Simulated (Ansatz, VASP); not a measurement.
# Cross-check of HfZnO3 between VASP and Ansatz, part 3 of 3

Aim: how closely do two programs agree when they are given the same cell, functional and k mesh? The cell is generated by rule, not measured, and may not be a known phase. The cell is taken from a series of runs on this material, whose earlier steps may have relaxed, scaled, displaced or heated it; both programs get it as it stands.

VASP 6.6.1 and Ansatz 0.2.0.

So far: VASP: relaxation of cell and atoms, PBEsol, pair 1; Ansatz: relaxation of cell and atoms, PBEsol, pair 1; Side by side; VASP: relaxation of cell and atoms, PBEsol, pair 2; Ansatz: relaxation of cell and atoms, PBEsol, pair 2; Comparison.

### Step 8. Ansatz: relaxation of cell and atoms, PBEsol, pair 3

Level of this step: Ansatz beside VASP: Kohn-Sham DFT, plane waves, PBEsol (Ansatz).

The relaxed volume is the usual yardstick between codes: in a stiff, nearly cubic crystal its relative difference is about their pressure difference at one cell divided by the bulk modulus. Its start cell is another than that of the pair before, and may be another structure of the material.

The cell is taken from a series of runs on this material, whose earlier steps may have relaxed, scaled, displaced or heated it; both programs get it as it stands.

input.yaml

```yaml
crystal:
  lattice:
    - [3.5124356151, 0.0, 0.0]
    - [0.0, 6.9262207024, 0.0]
    - [0.0, 0.0, 5.2644951056]
  atoms:
    - { symbol: Zn, position: [0.0, 0.8695843411, 0.4958473351] }
    - { symbol: Zn, position: [0.0, 0.1304156589, 0.9958473351] }
    - { symbol: Hf, position: [0.5, 0.3016311939, 0.4989391622] }
    - { symbol: Hf, position: [0.5, 0.6983688061, 0.9989391622] }
    - { symbol: O, position: [0.5, 0.8586348426, 0.6596675181] }
    - { symbol: O, position: [0.5, 0.5409564883, 0.3162359089] }
    - { symbol: O, position: [0.5, 0.4590435117, 0.8162359089] }
    - { symbol: O, position: [0.5, 0.1413651574, 0.1596675181] }
    - { symbol: O, position: [0.0, 0.1773316491, 0.6099661565] }
    - { symbol: O, position: [0.0, 0.8226683509, 0.1099661565] }
kpoints:
  mp_grid: { grid: [6, 4, 4] }
hamiltonian:
  xc: pbesol
  pseudopotentials: { kind: paw, azcp: { folder: soft_1 }, xc_functional: pbe }
scf:
  occupations: { method: fixed }
output:
  forces: true
  stress: true
  eigenvalues: true
relax:
  adjacent_minimum: "off"
  f_tol: 0.001
  max_steps: 60
  cell: { stress_tol: 0.01 }
```

Command:

```console
$ ansatz run input.yaml --threads 8 --pin off --max-ram 16384MiB --backend cpu --events-out ev --progress --plain --runs-dir out
```

Numbers of over 12 decimals in the logs are rounded to 6 here.

Output:

```text
[...]
Crystal: 10 atoms, lattice volume = 128.074 Å³
Basis set: ecut = 420 eV, 2517 PW (Γ), exchange–correlation on 48×96×72 points (8 copies of the dense FFT grid, shifted against one another)
Bands: 68, of which v1, the nominal top of the filled ones, is band 56 counted from 1 (55 counted from 0)
Symmetry: 4 space group operations
[...]
k-points: 36 of 96 (time reversal used)
[...]
- { symbol: Zn, position: [0, 0.130269, 0.995831] }
    - { symbol: Hf, position: [0.5, 0.301735, 0.498934] }
    - { symbol: Hf, position: [0.5, 0.698265, 0.998934] }
    - { symbol: O, position: [0.5, 0.858523, 0.659699] }
    - { symbol: O, position: [0.5, 0.540932, 0.316226] }
    - { symbol: O, position: [0.5, 0.459068, 0.816226] }
    - { symbol: O, position: [0.5, 0.141477, 0.159699] }
    - { symbol: O, position: [0, 0.177367, 0.609966] }
    - { symbol: O, position: [0, 0.822633, 0.109966] }
[key lines of the parts left out:]
SCF converged after 7 iterations
Free energy (F): -41133.476350 eV
Fermi energy:    9.346805 eV
P = ⅓ Tr σ = -0.0022 GPa (-0.022 kbar)
```

### Step 9. VASP: relaxation of cell and atoms, PBEsol, pair 3

The same cell, functional and mesh now go to VASP, with its own data sets.

INCAR

```
SYSTEM = HfZnO3
PREC = Accurate
ENCUT = 600
EDIFF = 1E-07
NELM = 120
ISMEAR = 0
SIGMA = 0.01
LREAL = .FALSE.
ALGO = Normal
GGA = PS
NBANDS = 50
LASPH = .TRUE.
LORBIT = 11
LWAVE = .FALSE.
LCHARG = .FALSE.
ISIF = 3
IBRION = 2
NSW = 80
EDIFFG = -0.005
GGA_COMPAT = .FALSE.
NELMIN = 4
EFERMI = MIDGAP
KPAR = 2
```

POSCAR

```
HfZnO3
1.0
    3.5124360000      0.0000000000      0.0000000000
    0.0000000000      6.9262210000      0.0000000000
    0.0000000000      0.0000000000      5.2644950000
Zn Hf O
2 2 6
Direct
    0.0000000000      0.8695842942      0.4958473700
    0.0000000000      0.1304157058      0.9958472750
    0.5000000000      0.3016311492      0.4989392145
    0.5000000000      0.6983687064      0.9989391195
    0.5000000000      0.8586347447      0.6596674515
    0.5000000000      0.5409564610      0.3162358403
    0.5000000000      0.4590435390      0.8162359353
    0.5000000000      0.1413651109      0.1596675465
    0.0000000000      0.1773316214      0.6099661981
    0.0000000000      0.8226683786      0.1099661031
```

KPOINTS

```
Automatic mesh
0
Gamma
6 4 4
0 0 0
```

The projector-augmented-wave data sets are Zn, Hf_pv and O (PBE family, release 64).

Command:

```console
$ mpirun -np 2 vasp_std
```

Output:

```text
[... set-up lines as in an earlier step ...]
 entering main loop
       N       E                     dE             d eps       ncg     rms          rms(c)
DAV:   1     0.935112624077E+03    0.93511E+03   -0.42453E+04  3600   0.209E+03
DAV:   2     0.480583702866E+02   -0.88705E+03   -0.83148E+03  3880   0.543E+02
DAV:   3    -0.871459782043E+02   -0.13520E+03   -0.13121E+03  4022   0.196E+02
DAV:   4    -0.937122373686E+02   -0.65663E+01   -0.65110E+01  4272   0.452E+01
[...]
DAV:  16    -0.801642890543E+02   -0.14722E-06   -0.16622E-06  4910   0.851E-03    0.412E-03
DAV:  17    -0.801642891960E+02   -0.14169E-06   -0.44991E-07  3520   0.408E-03    0.379E-03
DAV:  18    -0.801642891438E+02    0.52184E-07   -0.22465E-07  2802   0.375E-03
   1 F= -.80164289E+02 E0= -.80164289E+02  d E =-.801643E+02
[... from here on, the cycles between the ionic steps are left out ...]
   2 F= -.80164386E+02 E0= -.80164386E+02  d E =-.964002E-04
  11 F= -.80170633E+02 E0= -.80170633E+02  d E =-.427514E-03
  12 F= -.80170635E+02 E0= -.80170635E+02  d E =-.429680E-03
  13 F= -.80170723E+02 E0= -.80170723E+02  d E =-.876583E-04
  14 F= -.80170723E+02 E0= -.80170723E+02  d E =-.876456E-04
  15 F= -.80170801E+02 E0= -.80170801E+02  d E =-.779590E-04
  16 F= -.80170807E+02 E0= -.80170807E+02  d E =-.838162E-04
  17 F= -.80170873E+02 E0= -.80170873E+02  d E =-.666941E-04
  18 F= -.80170881E+02 E0= -.80170881E+02  d E =-.746525E-04
  19 F= -.80170883E+02 E0= -.80170883E+02  d E =-.760826E-04
  20 F= -.80170891E+02 E0= -.80170891E+02  d E =-.871359E-05
  21 F= -.80170896E+02 E0= -.80170896E+02  d E =-.131906E-04
  22 F= -.80170902E+02 E0= -.80170902E+02  d E =-.586960E-05
 trial-energy change:   -0.000006  1 .order   -0.000006   -0.000007   -0.000005
 step:   1.0076(harm=  1.0076)  dis= 0.00103  next Energy=   -80.170907 (dE=-0.113E-04)
 reached required accuracy - stopping structural energy minimisation
```

OUTCAR, selected parts (step 9):

```text
  Total       -0.0296579     -0.0044487     -0.0132075      0.0000000      0.0000000      0.0000000
  in kB       -0.3740935     -0.0561138     -0.1665951      0.0000000      0.0000000      0.0000000
  external PRESSURE =      -0.1989341 kB  Pullay stress =       0.0000000 kB

 POSITION                                       TOTAL-FORCE (eV/Angst)
 -----------------------------------------------------------------------------------
      0.00000      5.94512      2.60355         0.000000     -0.003788      0.000951
      0.00000      0.91062      5.23488         0.000000      0.003788      0.000951
      1.76027      2.06049      2.62583         0.000000     -0.004620     -0.000774
      1.76027      4.79526      5.25717         0.000000      0.004620     -0.000774
      1.76027      5.89673      3.47926         0.000000     -0.003072      0.003265
      1.76027      3.71884      1.67048         0.000000      0.001144     -0.002710
      1.76027      3.13690      4.30182         0.000000     -0.001144     -0.002710
      1.76027      0.95902      0.84793         0.000000      0.003072      0.003265
      0.00000      1.22193      3.20202         0.000000      0.001115     -0.000731
      0.00000      5.63382      0.57068         0.000000     -0.001115     -0.000731
 -----------------------------------------------------------------------------------
    total drift:                               -0.000000      0.002798      0.001275

  FREE ENERGIE OF THE ION-ELECTRON SYSTEM (eV)
  ---------------------------------------------------
  free  energy   TOTEN  =       -80.1709016945 eV

  energy  without entropy=      -80.1709016945  energy(sigma->0) =      -80.17090169

[... 1 part as in an earlier step ...]

[... 3 further parts left out ...]
[key lines of the parts left out:]
E-fermi :   2.6764
```

### Step 10. Side by side

What differs besides the data sets and the points named for the pairs above, as far as they apply: the data sets hold 112 valence electrons in Ansatz (on its PAW soft_1 files) and 80 in VASP. Total energies have different zeros and are not compared.

Compared:

```
                                         quantity  Ansatz    VASP  difference
                                      volume (Å³)  128.11  127.02     +0.86 %
edge a after relaxation, in the typed setting (Å)   3.512   3.521     -0.25 %
edge b after relaxation, in the typed setting (Å)   6.930   6.856     +1.08 %
edge c after relaxation, in the typed setting (Å)   5.264   5.263     +0.03 %
```

### Step 11. Summary of results

| Quantity | Value |
| --- | --- |
| difference in volume (relaxation of cell and atoms, PBEsol, pair 1) | 0.94 % |
| difference in volume (relaxation of cell and atoms, PBEsol, pair 2) | 0.96 % |
| difference in edge b after relaxation, in the typed setting (relaxation of cell and atoms, PBEsol, pair 3) | 1.1 % |

What this shows: The difference in edge b after relaxation, in the typed setting is 1.1 % (relaxation of cell and atoms, PBEsol, pair 3), within the 1.2 % picked in this series as the mark of a large difference, as far as the stopping tolerances let one tell. The data sets hold unlike numbers of valence electrons (112 in Ansatz and 80 in VASP), so part of the differences comes from the potentials. 3 further runs of this series are not shown here. How closely two codes agree says nothing of how well the functional describes the real material.

[Lines on the potential files, build, host, timing and source positions are cut from VASP's logs without a mark.]

[Logs are printed without paths, hosts, clocks, repeated set-up lines and the standing remarks that a program may print on its own settings, such as how far it seeks lower states.]

[Hosts, paths, dates, database ids (printed as entryN), source tags and the programs' standing remarks are cut or masked in the printed files.]
